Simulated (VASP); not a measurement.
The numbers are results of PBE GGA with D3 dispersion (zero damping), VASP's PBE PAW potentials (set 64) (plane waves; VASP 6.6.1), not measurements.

VASP ran on this input.

**KPOINTS**
```
k-points along high-symmetry lines
10
Line-mode
Reciprocal
  0.000000   0.000000   0.000000 ! GAMMA
  0.500000  -0.000000   0.000000 ! M

  0.500000  -0.000000   0.000000 ! M
  0.333333   0.333333   0.000000 ! K

  0.333333   0.333333   0.000000 ! K
  0.000000   0.000000   0.000000 ! GAMMA

  0.000000   0.000000   0.000000 ! GAMMA
  0.000000   0.000000   0.500000 ! A

  0.000000   0.000000   0.500000 ! A
  0.500000  -0.000000   0.500000 ! L

  0.500000  -0.000000   0.500000 ! L
  0.333333   0.333333   0.500000 ! H

  0.333333   0.333333   0.500000 ! H
  0.000000   0.000000   0.500000 ! A

  0.500000  -0.000000   0.500000 ! L
  0.500000  -0.000000   0.000000 ! M

  0.333333   0.333333   0.500000 ! H
  0.333333   0.333333   0.000000 ! K
```

**POSCAR**
```
PtS2
1
    1.7989298699    -3.1158380080    -0.0000000000
    1.7989298699     3.1158380080     0.0000000000
   -0.0000000000     0.0000000000     4.6498673148
Pt S
1 2
Direct
  1.0000000000   1.0000000000   0.0000000000
  0.3333330000   0.6666670000   0.2574930430
  0.6666670000   0.3333330000   0.7425069570
```

**INCAR**
```
NELM = 100   # most electronic steps
PREC = Accurate
ENCUT = 520
ALGO = Normal
ICHARG = 11   # fixed density
LORBIT = 11
LASPH = .True.
GGA = PE
SIGMA = 0.05
LCHARG = .False.
SYSTEM = PtS2
ISMEAR = 0   # Gaussian
IVDW = 11   # D3, zero damping
LREAL = .False.   # projection in real space or not
LMAXMIX = 6   # l cut-off of mixed one-centre charges
EDIFF = 1E-7   # SCF stop (eV)
LWAVE = .False.
```

POTCAR, in this order: Pt S (PBE.64 set). Program: vasp_std. Read from the step before: CHGCAR.

The run wrote:

### OUTCAR
```
 ion  position               nearest neighbor table
   1  0.000  0.000  0.000-   2 2.40   3 2.40   3 2.40   2 2.40   3 2.40   2 2.40
   2  0.333  0.667  0.257-   1 2.40   1 2.40   1 2.40
   3  0.667  0.333  0.743-   1 2.40   1 2.40   1 2.40
  LATTYP: Found a hexagonal cell.
 ALAT       =     3.5978598040
 C/A-ratio  =     1.2923981389
 Subroutine PRICEL returns:
 Original cell was already a primitive cell.
 Subroutine GETGRP returns: Found 12 space group operations
The static configuration has the point symmetry D_3d.
The dynamic configuration has the point symmetry D_3d.
 Subroutine INISYM returns: Found 12 space group operations
   k-points           NKPTS =     90   k-points in BZ     NKDIM =     90   number of bands    NBANDS=     15
   number of dos      NEDOS =    301   number of ions     NIONS =      3
   total plane-waves  NPLWV =  28224
   dimension x,y,z NGX =    28 NGY =   28 NGZ =   36
   dimension x,y,z NGXF=    56 NGYF=   56 NGZF=   72
   ions per type =               1   2
   PREC   = accura    normal or accurate (medium, high low for compatibility)
   ISTART =      0    job   : 0-new  1-cont  2-samecut
   ICHARG =     11    charge: 1-file 2-atom 10-const
   ISPIN  =      1    spin polarized calculation?
   LNONCOLLINEAR =      F non collinear calculations
   LSORBIT =      F    spin-orbit coupling
...
```

**OSZICAR**
```
       N       E                     dE             d eps       ncg     rms          rms(c)
DAV:   1     0.116885360009E+03    0.11689E+03   -0.10704E+04  2716   0.131E+03
DAV:   2    -0.104843316397E+02   -0.12737E+03   -0.12473E+03  3463   0.252E+02
DAV:   3    -0.151475094113E+02   -0.46632E+01   -0.45923E+01  3323   0.503E+01
DAV:   4    -0.152000585111E+02   -0.52549E-01   -0.52224E-01  3547   0.584E+00
DAV:   5    -0.152009601704E+02   -0.90166E-03   -0.90152E-03  3484   0.739E-01
DAV:   6    -0.152009851111E+02   -0.24941E-04   -0.24941E-04  3659   0.118E-01
DAV:   7    -0.152009858792E+02   -0.76813E-06   -0.76824E-06  3400   0.192E-02
DAV:   8    -0.152009859104E+02   -0.31205E-07   -0.30418E-07  3570   0.355E-03
   1 F= -.16269385E+02 E0= -.16268904E+02  d E =-.961453E-03
```

File OUTCAR:
```
 val. band max:        7.9227455239   @ k =   0.0000   0.0000   0.0000

 cond. band min:       8.0459806406   @ k =   0.3519   0.2963   0.0000



 k-point     1 :       0.0000    0.0000    0.0000
  band No.  band energies     occupation
      1      -8.0359      2.00000
      2      -4.6107      2.00000
      3       0.3239      2.00000
      4       0.8127      2.00000
      5       0.8127      2.00000
      6       3.6707      2.00000
      7       3.6707      2.00000
      8       5.4385      2.00000
      9       6.2692      2.00000
     10       6.2692      2.00000
     11       7.9227      1.37834
     12       9.0434      0.00000
     13       9.0434      0.00000
     14      11.4926      0.00000
     15      12.8359      0.00000

 k-point     2 :       0.0556    0.0000    0.0000
  band No.  band energies     occupation
      1      -7.9976      2.00000
      2      -4.6403      2.00000
      3       0.3668      2.00000
      4       0.8388      2.00000
      5       0.8576      2.00000
      6       3.6161      2.00000
      7       3.6387      2.00000
      8       5.3263      2.00000
      9       6.2168      2.00000
     10       6.2538      2.00000
     11       7.8001      1.99993
     12       9.0400      0.00000
     13       9.0532      0.00000
     14      11.7313      0.00000
     15      12.9954      0.00000

 k-point     3 :       0.1111    0.0000    0.0000
  band No.  band energies     occupation
      1      -7.8840      2.00000
      2      -4.7241      2.00000
      3       0.4923      2.00000
      4       0.9146      2.00000
      5       0.9878      2.00000
      6       3.4387      2.00000
      7       3.5544      2.00000
      8       5.0228      2.00000
      9       6.1025      2.00000
     10       6.1920      2.00000
     11       7.4804      2.00000
     12       9.0767      0.00000
     13       9.0974      0.00000
     14      12.2837      0.00000
     15      13.4011      0.00000

...
```

The density is held fixed in this step, so its total energy and stress have no physical meaning. Unless said otherwise, spin-orbit coupling is left out, though it shifts the bands of the heavy elements here.

The compound is PtS2 in the 1T layered structure. It was relaxed first.
